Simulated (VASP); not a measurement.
A convergence study with VASP on TiPd2 (space group I4/mmm): one setting is varied, all else stays as given below, so the limit is that of these other settings.

```xyz
3
Lattice="-1.6374 1.6374 4.3882 1.6374 -1.6374 4.3882 1.6374 1.6374 -4.3882" Properties=species:S:1:pos:R:3 pbc="T T T"
Ti     0.0000     0.0000     0.0000
Pd     0.0000     0.0000     5.7649
Pd     0.0000     0.0000     3.0116
```

These are PBEsol GGA, VASP's PBE PAW potentials (set 64) (plane waves; VASP 6.6.1) values and carry that method's errors. The tightest run used: 550 eV cut-off, 21×21×21 Γ-centred mesh, tetrahedra with Blöchl corrections, potentials Ti_sv Pd.

```tsv
setting	E (eV/atom)	pressure (GPa)	largest force (eV/Å)	irreducible k-points
3×3×3 mesh	-7.4563	-9.54	0.077	6
4×4×4 mesh	-7.3505	-7.84	0.016	13
5×5×5 mesh	-7.3794	-8.57	0.013	18
```

These are the cheaper rows. Estimate the results at 21×21×21 mesh, and how far the last row shown lies from them.

```tsv
quantity	tightest run	last row shown is off by
E (eV/atom)	-7.3704	-0.0090
pressure (GPa)	-8.51	-0.06
largest force (eV/Å)	0.084	-0.071
```

Left out are rungs that failed or repeat a setting and relaxations that didn't move; long series are thinned to 24 rows.

The structure comes from a computed database's TiPd2 entry (I4/mmm); how it stands against other phases isn't given here. The cell was not relaxed at this level, forces remain on its atoms.
